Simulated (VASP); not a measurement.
A convergence study with VASP on Ti (hcp): one setting is varied, all else stays as given below, so the limit is that of these other settings. Each run relaxes cell and ions from the cell shown. The basis is that of the starting cell, so low cut-offs carry a Pulay error.

```xyz
2
Lattice="1.4750 -2.5548 0.0000 1.4750 2.5548 0.0000 0.0000 0.0000 4.6800" Properties=species:S:1:pos:R:3 pbc="T T T"
Ti     1.4750     0.8516     1.1700
Ti     1.4750    -0.8516     3.5100
```

All values below come from LDA (Ceperley-Alder, Perdew-Zunger), VASP's LDA PAW potentials (set 64) (plane waves; VASP 6.6.1). The tightest run used: 700 eV cut-off, 12×12×7 Γ-centred mesh, first-order Methfessel-Paxton smearing of 0.10 eV, potentials Ti_sv.

Problem. The settings run are ENCUT = 200; ENCUT = 250; ENCUT = 300; ENCUT = 350; ENCUT = 400; ENCUT = 450; ENCUT = 500; ENCUT = 600; ENCUT = 650; ENCUT = 700. From which on does the relaxed volume stay within 0.05 Å³/atom of the tightest run?

Solution. From ENCUT = 450 on: it is off by 0.021 there and by no more than 0.05 in any finer run, while ENCUT = 400 is off by 0.075.
```json
[
 {"setting": "ENCUT = 200", "relaxed volume (Å³/atom)": "14.511", "E (eV/atom)": "-8.8980", "plane waves": "240", "difference judged (Å³/atom)": "1.585"},
 {"setting": "ENCUT = 250", "relaxed volume (Å³/atom)": "15.973", "E (eV/atom)": "-8.5563", "plane waves": "330", "difference judged (Å³/atom)": "0.123"},
 {"setting": "ENCUT = 300", "relaxed volume (Å³/atom)": "16.084", "E (eV/atom)": "-8.5335", "plane waves": "428", "difference judged (Å³/atom)": "0.012"},
 {"setting": "ENCUT = 350", "relaxed volume (Å³/atom)": "15.983", "E (eV/atom)": "-8.5441", "plane waves": "537", "difference judged (Å³/atom)": "0.113"},
 {"setting": "ENCUT = 400", "relaxed volume (Å³/atom)": "16.021", "E (eV/atom)": "-8.5485", "plane waves": "657", "difference judged (Å³/atom)": "0.075"},
 {"setting": "ENCUT = 450", "relaxed volume (Å³/atom)": "16.075", "E (eV/atom)": "-8.5492", "plane waves": "782", "difference judged (Å³/atom)": "0.021"},
 {"setting": "ENCUT = 500", "relaxed volume (Å³/atom)": "16.096", "E (eV/atom)": "-8.5488", "plane waves": "929", "difference judged (Å³/atom)": "0.000"},
 {"setting": "ENCUT = 600", "relaxed volume (Å³/atom)": "16.092", "E (eV/atom)": "-8.5484", "plane waves": "1192", "difference judged (Å³/atom)": "0.004"},
 {"setting": "ENCUT = 650", "relaxed volume (Å³/atom)": "16.093", "E (eV/atom)": "-8.5485", "plane waves": "1347", "difference judged (Å³/atom)": "0.003"},
 {"setting": "ENCUT = 700", "relaxed volume (Å³/atom)": "16.096", "E (eV/atom)": "-8.5486", "plane waves": "1502", "difference judged (Å³/atom)": "0.000"}
]
```

Left out are rungs that failed or repeat a setting and relaxations that didn't move; long series are thinned to 24 rows.

The compound is Ti in the hcp structure.
